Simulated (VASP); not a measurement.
A run of VASP 6.6.1:

Contents of POSCAR:

```
MnPtS3
1.0
    4.5906928300      0.0000000000      0.0000000000
    0.0000000000      4.5906928300      0.0000000000
    0.0000000000      0.0000000000      4.5906928300
Mn Pt S
1 1 3
Cartesian
    0.0000000000      0.0000000000      0.0000000000
    2.2953464150      2.2953464150      2.2953464150
    0.0000000000      2.2953464150      2.2953464150
    2.2953464150      0.0000000000      2.2953464150
    2.2953464150      2.2953464150      0.0000000000
```

Contents of INCAR.step1:

```
ALGO = Normal
EDIFF = 1E-6
ENCUT = 520
GGA = PS
GGA_COMPAT = False
ISIF = 2
ISMEAR = 0
IVDW = 11
LASPH = True
LCHARG = True
LDAU = True
LDAUJ = 1 1 0
LDAUL = 2 2 -1
LDAUPRINT = 1
LDAUTYPE = 1
LDAUU = 8 5.3 0
LMAXMIX = 4
LORBMOM = True
LREAL = False
LSORBIT = True
LWAVE = False
MAGMOM = 0 0 4 0 0 0 0 0 0 0 0 0 0 0 0
NELM = 120
PREC = Accurate
SIGMA = 0.01
```

KPOINTS.step1

```
k-points
0
Gamma
  5 5 5
```

Contents of INCAR.step2:

```
ALGO = Normal
EDIFF = 1E-6
ENCUT = 520
GGA = PS
GGA_COMPAT = False
ICHARG = 11
ISIF = 2
ISMEAR = -5
IVDW = 11
LASPH = True
LCHARG = False
LDAU = True
LDAUJ = 1 1 0
LDAUL = 2 2 -1
LDAUPRINT = 1
LDAUTYPE = 1
LDAUU = 8 5.3 0
LMAXMIX = 4
LORBIT = 10
LORBMOM = True
LREAL = False
LSORBIT = True
LWAVE = False
MAGMOM = 0 0 4 0 0 0 0 0 0 0 0 0 0 0 0
NEDOS = 1001
NELM = 120
PREC = Accurate
SIGMA = 0.01
```

File KPOINTS.step2:

```
k-points
0
Gamma
  8 8 8
```

Potentials or basis: VASP PAW PBE potentials, release 64 (Mn_pv, Pt, S).

The run is started by

```bash
$ cat potpaw_PBE.64/Mn_pv/POTCAR potpaw_PBE.64/Pt/POTCAR potpaw_PBE.64/S/POTCAR > POTCAR
$ cp INCAR.step1 INCAR
$ cp KPOINTS.step1 KPOINTS
$ mpirun -np 1 vasp_ncl > vasp.out
$ cp INCAR.step2 INCAR
$ cp KPOINTS.step2 KPOINTS
$ mpirun -np 1 vasp_ncl > vasp.out
```

Hardware: 1 thread of Intel(R) Xeon(R) 6975P-C (Granite Rapids) (shared host).

**Question.** Estimate the wall time of this run.

**Answer.** Run time: 7.6 min on 1 thread of Intel(R) Xeon(R) 6975P-C (Granite Rapids), on a shared host, peak memory 0.82 GiB. Counts: scf iterations 9, k points 90.
